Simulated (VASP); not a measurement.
An input for Quantum ESPRESSO's pw.x (written as the equivalent of a VASP run, and not itself run):

```
&CONTROL
  calculation = 'vc-relax'
  pseudo_dir = './pseudo'
  outdir = './out'
  tprnfor = .true.
  tstress = .true.
  nstep = 30
  forc_conv_thr = 0.00039
/
&SYSTEM
  ibrav = 0
  nat = 4
  ntyp = 1
  ecutwfc = 110
  occupations = 'smearing'
  smearing = 'methfessel-paxton'
  degauss = 0.00735
  input_dft = 'rpbe'
/
&ELECTRONS
  conv_thr = 7.3e-09
  electron_maxstep = 100
/
&IONS
/
&CELL
  cell_dofree = 'shape'
/
ATOMIC_SPECIES
  La 138.905 La.upf
CELL_PARAMETERS angstrom
     1.8901067   -3.2737611    0.0000000
     1.8901067    3.2737611    0.0000000
     0.0000000    0.0000000   12.2383390
ATOMIC_POSITIONS crystal
  La   0.0000000  0.0000000  0.5000000
  La   0.0000000  0.0000000  1.0000000
  La   0.3333330  0.6666670  0.2500000
  La   0.6666670  0.3333330  0.7500000
K_POINTS automatic
  9 9 3 0 0 0
```

Problem. Write the VASP files for the same calculation (RPBE).

Solution. This is not unique; one that fits is 
POSCAR:
```
La
1
    1.8901066968    -3.2737610646     0.0000000000
    1.8901066968     3.2737610646     0.0000000000
    0.0000000000     0.0000000000    12.2383389790
La
4
Direct
  0.0000000000   0.0000000000   0.5000000000
  0.0000000000   0.0000000000   1.0000000000
  0.3333330000   0.6666670000   0.2500000000
  0.6666670000   0.3333330000   0.7500000000
```

### INCAR
```
ALGO = Normal
EDIFF = 1E-7
EDIFFG = -0.01
ENCUT = 520
GGA = RP
IBRION = 2
ISIF = 4
ISMEAR = 1
LASPH = .TRUE.
LCHARG = .FALSE.
LMAXMIX = 6
LREAL = .FALSE.
LWAVE = .FALSE.
NELM = 100
NSW = 30
PREC = Accurate
SIGMA = 0.1
SYSTEM = La
```

**KPOINTS**
```
Regular mesh
0
G
  9 9 3
0 0 0
```

POTCAR, in this order: La (PBE.64 set). Program: vasp_std.

What does not carry over: the potentials are each code's own (VASP's PAW set, PseudoDojo norm-conserving files in pw.x), so ENCUT and ecutwfc are chosen apart and not converted; conv_thr bounds pw.x's estimated SCF error, while EDIFF bounds the energy change between steps; forc_conv_thr acts on force components and is met together with etot_conv_thr.

The compound is La in the dhcp structure. This cell is one point of a volume scan, at 0.97 of the reference volume. Symmetry was kept, so distortions that lower it aren't found.
